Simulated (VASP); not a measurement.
# CdRh3 (Fm-3m) in VASP: further runs, part 2 of 2

VASP 6.6.1. The steps go on from the part before.

**3. Relaxation of the atoms, PBEsol**

Contents of INCAR:

```
  PREC = Accurate
  ENCUT = 520
  EDIFF = 1E-7
  ISMEAR = 1
  SIGMA = 0.1
  LREAL = F
  LASPH = T
  NELM = 80
  ALGO = Normal
  ISIF = 2
  LWAVE = F
  LCHARG = F
  GGA = PS
  IBRION = 2
  NSW = 60
  EDIFFG = -0.005
```

Contents of KPOINTS:

```
regular mesh
0
Gamma
  7 7 7
```

Contents of POSCAR:

```
CdRh3
1.0
    0.0000000000      3.1228850000      3.1228850000
    3.1228850000      0.0000000000      3.1228850000
    3.1228850000      3.1228850000      0.0000000000
Cd Rh
1 3
Direct
    0.0000000000      0.0000000000      0.0000000000
    0.2500000000      0.2500000000      0.2500000000
    0.7500000000      0.7500000000      0.7500000000
    0.5000000000      0.5000000000      0.5000000000
```

Potentials or basis: VASP PAW PBE potentials, release 64 (Cd, Rh_pv).

Launch:

```
> cat potpaw_PBE.64/Cd/POTCAR potpaw_PBE.64/Rh_pv/POTCAR > POTCAR
> mpirun -np 1 vasp_std > vasp.out
```

Run time: 20 s. Hardware: 1 thread of Intel Xeon 6975P-C (Granite Rapids), shared host; peak memory 0.22 GiB.

It converged, with:

```yaml
Free_energy: -24.5310 eV
Pressure_after_relaxing: -4.1 GPa
Band_gap_on_the_k_mesh: none (metal or under the smearing width)
```

Final structure:
```xyz
4
Lattice="0.0000 3.1229 3.1229 3.1229 0.0000 3.1229 3.1229 3.1229 0.0000" Properties=species:S:1:pos:R:3 pbc="T T T"
Cd    0.0000    0.0000    0.0000
Rh    1.5614    1.5614    1.5614
Rh    4.6843    4.6843    4.6843
Rh    3.1229    3.1229    3.1229
```

Levels at points of the mesh, in eV from the Fermi level:
```tsv
k point	band 25	band 26	band 27	band 28	band 29	band 30	band 31	band 32
(0.00, 0.00, 0.00)	-0.19	0.03	0.03	0.04	0.04	0.04	6.44	7.61
```

Caveat: the relaxation stopped at its first step, so nothing moved; the PAW data sets were made with another functional, which shifts forces and pressure a little.

**4. Single point, rev-vdW-DF2+U**

Contents of INCAR:

```
PREC = Accurate
ENCUT = 520
EDIFF = 1E-6
ISMEAR = 1
SIGMA = 0.2
LREAL = F
LASPH = T
NELM = 80
ALGO = Normal
ISIF = 2
LWAVE = F
LCHARG = T
LMAXMIX = 4
LDAU = T
LDAUTYPE = 2
LDAUL = -1 2
LDAUU = 0 4
LDAUJ = 0 0
LDAUPRINT = 1
GGA = MK
LUSE_VDW = T
AGGAC = 0.0
PARAM1 = 0.1234
PARAM2 = 0.711357
ZAB_VDW = -1.8867
LELF = T
LVHAR = T
```

KPOINTS is that of step 3.

POSCAR is that of step 3.

Launch:

```
> cat potpaw_PBE.64/Cd/POTCAR potpaw_PBE.64/Rh_pv/POTCAR > POTCAR
> mpirun -np 1 vasp_std > vasp.out
```

Wall time 67 s (1 thread of Intel Xeon 6975P-C (Granite Rapids), shared host); peak memory 0.48 GiB.

Results (log left out):

| Quantity | Value |
| --- | --- |
| Free energy | 1.3232 eV |
| Pressure | -3.2 GPa |
| Band gap on the k mesh | none (metal or under the smearing width) |

Levels at points of the mesh, in eV from the Fermi level:
```
           k point  band 26  band 27  band 28  band 29  band 30  band 31
(0.00, 0.00, 0.00)    -0.10    -0.10     0.13     0.13     0.13     6.83
```

Eigenvalues of the final occupation matrices:
| site | spin | trace | eigenvalues |
| --- | --- | --- | --- |
| site 2 d | 1 | 3.71 | 0.73 0.73 0.73 0.76 0.76 |
| site 2 d | 2 | 3.71 | 0.73 0.73 0.73 0.76 0.76 |
| site 3 d | 1 | 3.71 | 0.73 0.73 0.73 0.76 0.76 |
| site 3 d | 2 | 3.71 | 0.73 0.73 0.73 0.76 0.76 |
| site 4 d | 1 | 3.64 | 0.62 0.62 0.62 0.89 0.89 |
| site 4 d | 2 | 3.64 | 0.62 0.62 0.62 0.89 0.89 |

Caveat: the PAW data sets were made with another functional, which shifts forces and pressure a little; U without spin polarisation on a metal has little footing; the U is typed as a test and isn't derived for this compound.

**5. Single point, PBEsol+D4**

Contents of run.py:

```python
from ase.calculators.vasp import Vasp
from ase.dft.bandgap import bandgap
from ase.io import read

atoms = read('CdRh3.cif', primitive_cell=True, subtrans_included=False)
calc = Vasp(
    directory='calc',
    xc='pbesol',
    pp='PBE',
    setups='recommended',
    prec='Accurate',
    encut=520,
    ediff=1e-06,
    ismear=1,
    sigma=0.2,
    lreal=False,
    lasph=True,
    nelm=60,
    algo='Normal',
    isif=2,
    lwave=False,
    lcharg=True,
    ivdw=13,
    lelf=True,
    lvhar=True,
    kpts=[7, 7, 7],
    gamma=True,
    nbands=36,
)
atoms.calc = calc

print('energy (eV):', atoms.get_potential_energy())
print('free energy (eV):', atoms.get_potential_energy(force_consistent=True))
print('forces (eV/A):')
print(atoms.get_forces())
print('stress (eV/A^3, Voigt):', atoms.get_stress())
print('Fermi level (eV):', calc.get_fermi_level())
gap, top, bottom = bandgap(calc)
print('band gap (eV):', gap, 'from (spin, k, band)', top, 'to', bottom)
```

Contents of CdRh3.cif:

```cif
data_CdRh3
_cell_length_a 6.24577000
_cell_length_b 6.24577000
_cell_length_c 6.24577000
_cell_angle_alpha 90.00000000
_cell_angle_beta 90.00000000
_cell_angle_gamma 90.00000000
_space_group_name_H-M_alt 'Fm-3m'
_space_group_name_Hall '-F 4 2 3'
_space_group_IT_number 225
loop_
_space_group_symop_operation_xyz
'x,y,z'
'-x,-y,-z'
'-y,x,z'
'y,-x,-z'
'-x,-y,z'
'x,y,-z'
'y,-x,z'
'-y,x,-z'
'x,-y,-z'
'-x,y,z'
'-y,-x,-z'
'y,x,z'
'-x,y,-z'
'x,-y,z'
'y,x,-z'
'-y,-x,z'
'z,x,y'
'-z,-x,-y'
'z,-y,x'
'-z,y,-x'
'z,-x,-y'
'-z,x,y'
'z,y,-x'
'-z,-y,x'
'-z,x,-y'
'z,-x,y'
'-z,-y,-x'
'z,y,x'
'-z,-x,y'
'z,x,-y'
'-z,y,x'
'z,-y,-x'
'y,z,x'
'-y,-z,-x'
'x,z,-y'
'-x,-z,y'
'-y,z,-x'
'y,-z,x'
'-x,z,y'
'x,-z,-y'
'-y,-z,x'
'y,z,-x'
'-x,-z,-y'
'x,z,y'
'y,-z,-x'
'-y,z,x'
'x,-z,y'
'-x,z,-y'
'x,y+1/2,z+1/2'
'-x,-y+1/2,-z+1/2'
'-y,x+1/2,z+1/2'
[... 65 lines left out ...]
'z+1/2,-x,-y+1/2'
'-z+1/2,x,y+1/2'
'z+1/2,y,-x+1/2'
'-z+1/2,-y,x+1/2'
'-z+1/2,x,-y+1/2'
'z+1/2,-x,y+1/2'
'-z+1/2,-y,-x+1/2'
'z+1/2,y,x+1/2'
'-z+1/2,-x,y+1/2'
'z+1/2,x,-y+1/2'
'-z+1/2,y,x+1/2'
'z+1/2,-y,-x+1/2'
'y+1/2,z,x+1/2'
'-y+1/2,-z,-x+1/2'
'x+1/2,z,-y+1/2'
'-x+1/2,-z,y+1/2'
'-y+1/2,z,-x+1/2'
'y+1/2,-z,x+1/2'
'-x+1/2,z,y+1/2'
'x+1/2,-z,-y+1/2'
'-y+1/2,-z,x+1/2'
'y+1/2,z,-x+1/2'
'-x+1/2,-z,-y+1/2'
'x+1/2,z,y+1/2'
'y+1/2,-z,-x+1/2'
'-y+1/2,z,x+1/2'
'x+1/2,-z,y+1/2'
'-x+1/2,z,-y+1/2'
'x+1/2,y+1/2,z'
'-x+1/2,-y+1/2,-z'
'-y+1/2,x+1/2,z'
'y+1/2,-x+1/2,-z'
'-x+1/2,-y+1/2,z'
'x+1/2,y+1/2,-z'
'y+1/2,-x+1/2,z'
'-y+1/2,x+1/2,-z'
'x+1/2,-y+1/2,-z'
'-x+1/2,y+1/2,z'
'-y+1/2,-x+1/2,-z'
'y+1/2,x+1/2,z'
'-x+1/2,y+1/2,-z'
'x+1/2,-y+1/2,z'
'y+1/2,x+1/2,-z'
'-y+1/2,-x+1/2,z'
'z+1/2,x+1/2,y'
'-z+1/2,-x+1/2,-y'
'z+1/2,-y+1/2,x'
'-z+1/2,y+1/2,-x'
'z+1/2,-x+1/2,-y'
'-z+1/2,x+1/2,y'
'z+1/2,y+1/2,-x'
'-z+1/2,-y+1/2,x'
'-z+1/2,x+1/2,-y'
'z+1/2,-x+1/2,y'
'-z+1/2,-y+1/2,-x'
'z+1/2,y+1/2,x'
'-z+1/2,-x+1/2,y'
'z+1/2,x+1/2,-y'
'-z+1/2,y+1/2,x'
'z+1/2,-y+1/2,-x'
'y+1/2,z+1/2,x'
'-y+1/2,-z+1/2,-x'
'x+1/2,z+1/2,-y'
'-x+1/2,-z+1/2,y'
'-y+1/2,z+1/2,-x'
'y+1/2,-z+1/2,x'
'-x+1/2,z+1/2,y'
'x+1/2,-z+1/2,-y'
'-y+1/2,-z+1/2,x'
'y+1/2,z+1/2,-x'
'-x+1/2,-z+1/2,-y'
'x+1/2,z+1/2,y'
'y+1/2,-z+1/2,-x'
'-y+1/2,z+1/2,x'
'x+1/2,-z+1/2,y'
'-x+1/2,z+1/2,-y'
loop_
_atom_site_label
_atom_site_type_symbol
_atom_site_symmetry_multiplicity
_atom_site_Wyckoff_symbol
_atom_site_fract_x
_atom_site_fract_y
_atom_site_fract_z
_atom_site_occupancy
Cd1 Cd 4 a 0.0000000000 0.0000000000 0.0000000000 1
Rh1 Rh 8 c 0.2500000000 0.7500000000 0.7500000000 1
Rh2 Rh 4 b 0.5000000000 0.0000000000 0.0000000000 1
```

Launch:

```
> python run.py
```

It took 21 s on 1 thread of Intel Xeon 6975P-C (Granite Rapids), shared host; peak memory 0.21 GiB.

Results (log left out):

```
Free energy                : -26.2181 eV
Pressure                   : -8.2 GPa
Band gap on the k mesh     : none (metal or under the smearing width)
Dispersion energy per atom : -0.419 eV
```

Levels at points of the mesh, in eV from the Fermi level:
```csv
k point,band 26,band 27,band 28,band 29,band 30,band 31
"(0.00, 0.00, 0.00)",0.03,0.03,0.04,0.04,0.04,6.45
```

Caveat: the PAW data sets were made with another functional, which shifts forces and pressure a little; pairwise dispersion overbinds metals, which lowers pressure and volume.

**6. The reference run**

An earlier run on the cell as given: functional PBE; potentials or basis VASP PAW PBE potentials, release 64 (Cd, Rh_pv); cutoff 520 eV; k mesh 7 × 7 × 7; occupations fermi-dirac, width 0.05 eV; no spin polarisation.

* Pressure: 5.0 GPa
* Band gap on the k mesh: none (metal or under the smearing width)

**7. The runs side by side**

| task | level | U | cell | cutoff (eV) | smearing | gap on the mesh (eV) | pressure (GPa) |
| --- | --- | --- | --- | --- | --- | --- | --- |
| relaxation of cell and atoms | PBE | - | relaxed | 600 | methfessel-paxton 0.1 eV | none | -0.1 |
| relaxation of the atoms | PBEsol | - | atoms relaxed | 520 | methfessel-paxton 0.1 eV | none | -4.1 |
| single point | rev-vdW-DF2+U | Rh d U = 4 eV | as given | 520 | methfessel-paxton 0.2 eV | none | -3.2 |
| single point | PBEsol+D4 | - | as given | 520 | methfessel-paxton 0.2 eV | none | -8.2 |
| single point | PBE | - | as given | 520 | fermi-dirac 0.05 eV | none | 5.0 |

Alike in all rows: potentials or basis VASP PAW PBE potentials, release 64 (Cd, Rh_pv); no spin polarisation; k mesh 7 × 7 × 7.

Every run on the cell as given and a fine mesh finds a metal. The pressure there spans -8.2 GPa (PBEsol+D4) to 5.0 GPa (PBE); a positive pressure means that this level wants a larger cell, a negative one a smaller.

Caveats: the PAW data sets were made with another functional, which shifts forces and pressure a little (some runs); the relaxation stopped at its first step, so nothing moved (some runs); U without spin polarisation on a metal has little footing (some runs); the U is typed as a test and isn't derived for this compound (some runs); pairwise dispersion overbinds metals, which lowers pressure and volume (some runs).

Absolute energies hang on the potentials; compare differences alone.
